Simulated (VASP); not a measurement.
Output of a VASP run:

### OSZICAR
```
...
DAV:  11    -0.145052765152E+02    0.63617E-03   -0.59505E-03  4546   0.534E-01    0.861E-02
DAV:  12    -0.145055664512E+02   -0.28994E-03   -0.23196E-04  4340   0.139E-01    0.461E-02
DAV:  13    -0.145055502383E+02    0.16213E-04   -0.23080E-04  4547   0.117E-01    0.248E-02
DAV:  14    -0.145055617976E+02   -0.11559E-04   -0.27303E-05  3869   0.329E-02    0.181E-02
DAV:  15    -0.145055575326E+02    0.42650E-05   -0.32340E-05  3998   0.478E-02    0.617E-03
DAV:  16    -0.145055577448E+02   -0.21227E-06   -0.19411E-06  2806   0.955E-03
   2 F= -.14505558E+02 E0= -.14505548E+02  d E =-.117376E-01  mag=     0.0008
       N       E                     dE             d eps       ncg     rms          rms(c)
DAV:   1    -0.199761985839E+02   -0.54706E+01   -0.70382E+01  4829   0.155E+02    0.206E+01
DAV:   2    -0.218549530220E+02   -0.18788E+01   -0.11289E+02  4545   0.832E+01    0.212E+01
DAV:   3    -0.148689217837E+02    0.69860E+01   -0.26734E+01  4486   0.500E+01    0.461E+00
DAV:   4    -0.146784740838E+02    0.19045E+00   -0.81937E-01  4804   0.101E+01    0.244E+00
DAV:   5    -0.146192462548E+02    0.59228E-01   -0.14153E-01  4496   0.340E+00    0.645E-01
DAV:   6    -0.146145929701E+02    0.46533E-02   -0.27552E-02  4528   0.220E+00    0.225E-01
DAV:   7    -0.146138611153E+02    0.73185E-03   -0.63553E-03  4513   0.868E-01    0.117E-01
DAV:   8    -0.146137917036E+02    0.69412E-04   -0.58080E-04  4540   0.227E-01    0.487E-02
DAV:   9    -0.146137708569E+02    0.20847E-04   -0.24067E-05  4350   0.399E-02    0.358E-02
DAV:  10    -0.146137525591E+02    0.18298E-04   -0.36935E-05  3766   0.385E-02    0.195E-02
DAV:  11    -0.146137528337E+02   -0.27460E-06   -0.12828E-05  3668   0.247E-02    0.782E-03
DAV:  12    -0.146137538252E+02   -0.99143E-06   -0.15261E-06  2799   0.126E-02
   3 F= -.14613754E+02 E0= -.14613773E+02  d E =-.119934E+00  mag=     0.0000
       N       E                     dE             d eps       ncg     rms          rms(c)
DAV:   1    -0.147470742352E+02   -0.13332E+00   -0.15326E+00  4957   0.202E+01    0.338E+00
DAV:   2    -0.147974900807E+02   -0.50416E-01   -0.24735E+00  4424   0.135E+01    0.351E+00
DAV:   3    -0.146254344008E+02    0.17206E+00   -0.92258E-01  4507   0.884E+00    0.537E-01
DAV:   4    -0.146190294270E+02    0.64050E-02   -0.26475E-02  5188   0.214E+00    0.197E-01
DAV:   5    -0.146185299452E+02    0.49948E-03   -0.19353E-03  5464   0.689E-01    0.114E-01
DAV:   6    -0.146184349872E+02    0.94958E-04   -0.41821E-04  5586   0.390E-01    0.124E-02
DAV:   7    -0.146184216126E+02    0.13375E-04   -0.44125E-05  5266   0.128E-01    0.105E-02
DAV:   8    -0.146184211065E+02    0.50614E-06   -0.15531E-06  2837   0.126E-02
   4 F= -.14618421E+02 E0= -.14618497E+02  d E =-.124601E+00  mag=     0.0004
       N       E                     dE             d eps       ncg     rms          rms(c)
DAV:   1    -0.146222728519E+02   -0.38512E-02   -0.46396E-02  4970   0.357E+00    0.557E-01
DAV:   2    -0.146226491182E+02   -0.37627E-03   -0.63842E-02  4424   0.222E+00    0.524E-01
DAV:   3    -0.146187090527E+02    0.39401E-02   -0.21731E-02  4507   0.137E+00    0.978E-02
DAV:   4    -0.146185186422E+02    0.19041E-03   -0.61036E-04  5166   0.328E-01    0.273E-02
DAV:   5    -0.146185091385E+02    0.95036E-05   -0.28990E-05  5333   0.945E-02    0.170E-02
DAV:   6    -0.146185077132E+02    0.14253E-05   -0.65911E-06  4787   0.410E-02    0.617E-03
DAV:   7    -0.146185081003E+02   -0.38710E-06   -0.56457E-07  2299   0.871E-03
   5 F= -.14618508E+02 E0= -.14618577E+02  d E =-.124688E+00  mag=     0.0012
```

**OUTCAR**
```
------------------------ aborting loop because EDIFF is reached ----------------------------------------
  FORCE on cell =-STRESS in cart. coord.  units (eV):
  Direction    XX          YY          ZZ          XY          YZ          ZX
  --------------------------------------------------------------------------------------
  Total        0.0041575      0.0041575      0.0041575     -0.0000000     -0.0000000      0.0000000
  in kB        0.2795011      0.2795011      0.2795011     -0.0000000     -0.0000000      0.0000000
  external PRESSURE =       0.2795011 kB  Pullay stress =       0.0000000 kB
  volume of cell :       23.83
      direct lattice vectors                 reciprocal lattice vectors
     2.877753378  0.000000000  0.000000000     0.347493294  0.000000000  0.000000000
    -0.000000000  2.877753378  0.000000000    -0.000000000  0.347493294 -0.000000000
    -0.000000000  0.000000000  2.877753378    -0.000000000 -0.000000000  0.347493294
 POSITION                                       TOTAL-FORCE (eV/Angst)
 -----------------------------------------------------------------------------------
      0.00000      0.00000      0.00000         0.000000     -0.000000      0.000000
      1.43888      1.43888      1.43888        -0.000000      0.000000      0.000000
 -----------------------------------------------------------------------------------
    total drift:                               -0.000000      0.000000      0.000000
  FREE ENERGIE OF THE ION-ELECTRON SYSTEM (eV)
  ---------------------------------------------------
  free  energy   TOTEN  =       -14.6185081003 eV

  energy  without entropy=      -14.6187149014  energy(sigma->0) =      -14.61857703

 total charge

# of ion       s       p       d       tot
------------------------------------------
    1        0.308   6.307   5.371  11.986
    2        1.099   1.307  10.150  12.556
--------------------------------------------------
tot          1.407   7.614  15.521  24.542

 magnetization (x)

# of ion       s       p       d       tot
------------------------------------------
    1       -0.000   0.000   0.005   0.005
    2       -0.000  -0.000   0.000  -0.000
--------------------------------------------------
tot         -0.000  -0.000   0.005   0.005

 reached required accuracy - stopping structural energy minimisation
```
(Selected blocks of OUTCAR.)

**POSCAR**
```
MnGe
1
    2.9973040000     0.0000000000     0.0000000000
    0.0000000000     2.9973040000     0.0000000000
    0.0000000000     0.0000000000     2.9973040000
Mn Ge
1 1
Direct
  0.0000000000   0.0000000000   0.0000000000
  0.5000000000   0.5000000000   0.5000000000
```

**Question.** Reconstruct the remaining input files.

**Answer.** This is not unique; one that fits is the input of the run itself, PBEsol GGA, plane waves, VASP's PBE PAW potentials (set 64).

INCAR:
```
ALGO  =  Normal
EDIFF  =  1E-6
EDIFFG  =  -0.01
ENCUT  =  400
GGA  =  PS
IBRION  =  2
ISIF  =  3
ISMEAR  =  1
ISPIN  =  2
LASPH  =  .True.
LCHARG  =  .False.
LMAXMIX  =  4
LORBIT  =  10
LREAL  =  .False.
LWAVE  =  .False.
MAGMOM  =  4.0 0.0
NELM  =  100
NSW  =  60
PREC  =  Accurate
SIGMA  =  0.1
SYSTEM  =  MnGe
```

**KPOINTS**
```
kpoints
0
Gamma
  11 11 11
```

POTCAR, in this order: Mn_pv Ge_d (PBE.64 set). Program: vasp_std.

Energy and stress use the plane-wave basis of the starting cell. The moments were started parallel, and other spin orders were not tried in this run.

The structure was generated: MnGe was put into the CsCl type (Pm-3m), which need not be its known phase. This run relaxes it. Symmetry was kept, so distortions that lower it aren't found.
